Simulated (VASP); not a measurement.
Al3BiO3:

```
CELL_PARAMETERS angstrom
4.58761 0.00000 0.00000
-2.29380 3.97298 0.00000
0.00000 0.00000 5.83261
ATOMIC_POSITIONS crystal
Al 0.33333 0.66667 0.74672
Al 0.66667 0.33333 0.25328
Al 0.00000 0.00000 0.00000
Bi 0.00000 0.00000 0.50000
O 0.50000 0.00000 0.00000
O 0.00000 0.50000 0.00000
O 0.50000 0.50000 0.00000
```

The cell was built by a generator and needn't be a form met in nature.

| Quantity | Value |
| --- | --- |
| Program | VASP 6.6.1 |
| Task | relaxation of cell and atoms |
| Functional | PBE |
| Potentials or basis | VASP PAW PBE potentials, release 64 (Al, Bi_d, O) |
| Cutoff | 520 eV |
| k mesh | 4 × 4 × 3 |
| Occupations | gaussian, width 0.15 eV |
| Spin | no spin polarisation |

At the start: pressure -3.3 GPa; volume 15.19 Å³/atom.

Q: Where does the relaxation end?

A: Over 24 steps the energy falls by 542.4 meV/atom and the volume is 21.63 Å³/atom (+42.4 %); space group P-3m1 (No. 164, to 0.05 Å).

The path:
| step | energy change (eV) | largest force (eV/Å) | pressure (GPa) | volume (Å³) |
| --- | --- | --- | --- | --- |
| 1 | 0.0000 | 3.0943 | -3.30 | 106.31 |
| 2 | -1.3722 | 2.1070 | 5.48 | 101.31 |
| 3 | -1.6614 | 0.1715 | 17.50 | 97.30 |
| 4 | -2.2220 | 0.2312 | 15.63 | 102.51 |
| 5 | -2.6749 | 0.4243 | 12.53 | 112.42 |
| 6 | -3.2123 | 1.2462 | 1.14 | 123.04 |
| 7 | -3.2295 | 1.5838 | -1.05 | 125.64 |
| 8 | -3.3933 | 1.0467 | -0.34 | 127.15 |
| 9 | -3.4748 | 0.3546 | 1.26 | 128.96 |
| 10 | -3.4763 | 0.2220 | 1.46 | 129.30 |
| 11 | -3.5039 | 0.4126 | 0.51 | 131.85 |
| 12 | -3.5420 | 0.9820 | -1.87 | 139.41 |
| 13 | -3.5544 | 0.9667 | -1.80 | 140.10 |
| 14 | -3.5908 | 0.9235 | -1.97 | 142.20 |
| 15 | -3.6528 | 0.8188 | -2.24 | 146.47 |
| 16 | -3.6818 | 0.6297 | -3.67 | 155.24 |
| 17 | -3.7499 | 0.1577 | -1.33 | 153.79 |
| 18 | -3.7584 | 0.0708 | 0.11 | 152.96 |
| 19 | -3.7765 | 0.0180 | 0.10 | 152.77 |
| 20 | -3.7955 | 0.1226 | -0.46 | 152.19 |
| 21 | -3.7959 | 0.1077 | -0.28 | 152.27 |
| 22 | -3.7956 | 0.0937 | -0.25 | 152.33 |
| 23 | -3.7958 | 0.0998 | -0.42 | 152.30 |
| 24 | -3.7969 | 0.0328 | 0.36 | 151.39 |

Final structure:
```cif
data_structure
_symmetry_space_group_name_H-M 'P 1'
_symmetry_Int_Tables_number 1
_cell_length_a 5.6807
_cell_length_b 5.6807
_cell_length_c 5.4170
_cell_angle_alpha 90.000
_cell_angle_beta 90.000
_cell_angle_gamma 120.000
_cell_volume 151.39
loop_
_atom_site_label
_atom_site_type_symbol
_atom_site_fract_x
_atom_site_fract_y
_atom_site_fract_z
_atom_site_occupancy
Al1 Al 0.33333 0.66667 0.93766 1
Al2 Al 0.66667 0.33333 0.06234 1
Al3 Al 0.00000 0.00000 0.00000 1
Bi1 Bi 0.00000 0.00000 0.50000 1
O1 O 0.50000 0.00000 0.00000 1
O2 O 0.00000 0.50000 0.00000 1
O3 O 0.50000 0.50000 0.00000 1
```

Caveat: the k mesh is coarse (spacing up to 0.40 Å⁻¹), so the values aren't converged; the volume moved by over 15 % at a fixed basis, so the end points are rough.
